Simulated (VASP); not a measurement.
Consider the following.

```
NiO
1.0
    4.16040     2.07866     2.07866
    2.07866     4.16040     2.07866
    2.07866     2.07866     4.16040
Ni O
2 2
Direct
  0.00000   0.00000   0.00000
  0.50000   0.50000   0.50000
  0.25000   0.25000   0.25000
  0.75000   0.75000   0.75000
```
Starting moments (μB, in the order of the record's atoms Ni Ni O O): 1.3 -1.3 0.0 0.0.

Calculation: PBE GGA with D4 dispersion, VASP's PBE PAW potentials (set 64) (plane waves; VASP). Settings: 520 eV cut-off, Gaussian smearing of 0.050 eV, potentials Ni O.

Give the spin-up energies of bands 6 to 19 at the high-symmetry points, in eV from the valence-band maximum.

| band | Γ | T | H2 | L | S0 | F |
|---|---|---|---|---|---|---|
| 6 | -2.31 | -4.48 | -5.48 | -4.92 | -5.37 | -4.95 |
| 7 | -2.31 | -3.73 | -4.73 | -4.74 | -4.82 | -3.64 |
| 8 | -2.29 | -3.73 | -4.58 | -4.16 | -4.59 | -3.63 |
| 9 | -1.85 | -1.72 | -1.42 | -1.91 | -1.40 | -2.67 |
| 10 | -1.85 | -1.72 | -1.32 | -1.25 | -1.25 | -1.40 |
| 11 | -1.76 | -1.31 | -1.19 | -1.08 | -1.21 | -1.14 |
| 12 | -1.52 | -0.80 | -0.84 | -0.90 | -0.85 | -0.91 |
| 13 | -1.52 | -0.80 | -0.52 | -0.46 | -0.54 | -0.78 |
| 14 | -0.59 | -0.65 | -0.41 | -0.28 | -0.44 | -0.39 |
| 15 | -0.59 | -0.06 | -0.23 | -0.27 | -0.24 | -0.24 |
| 16 | -0.30 | -0.06 | -0.14 | -0.10 | -0.15 | -0.12 |
| 17 | 2.10 | 1.55 | 1.58 | 1.53 | 1.60 | 2.15 |
| 18 | 2.10 | 1.55 | 1.67 | 1.57 | 1.66 | 2.23 |
| 19 | 2.30 | 4.96 | 9.17 | 8.20 | 9.31 | 6.25 |

Give the spin-down energies of bands 6 to 19 at the high-symmetry points, in eV from the valence-band maximum.

```tsv
band	Γ	T	H2	L	S0	F
6	-2.31	-4.48	-5.48	-4.92	-5.37	-4.95
7	-2.31	-3.73	-4.73	-4.74	-4.82	-3.64
8	-2.29	-3.73	-4.58	-4.16	-4.59	-3.63
9	-1.85	-1.72	-1.42	-1.91	-1.40	-2.67
10	-1.85	-1.72	-1.32	-1.25	-1.25	-1.40
11	-1.76	-1.31	-1.19	-1.08	-1.21	-1.14
12	-1.52	-0.80	-0.84	-0.90	-0.85	-0.91
13	-1.52	-0.80	-0.52	-0.46	-0.54	-0.78
14	-0.59	-0.65	-0.41	-0.28	-0.44	-0.39
15	-0.59	-0.06	-0.23	-0.27	-0.24	-0.24
16	-0.30	-0.06	-0.14	-0.10	-0.15	-0.12
17	2.10	1.55	1.58	1.53	1.60	2.15
18	2.10	1.55	1.67	1.57	1.66	2.23
19	2.30	4.96	9.17	8.20	9.31	6.25
```

The gap is indirect, 1.21 eV, from the valence maximum at F-Γ at 0.55 to the conduction minimum at Γ-S0 at 0.73.

The compound is NiO in the rock salt, AFM-II order structure. It was relaxed first.
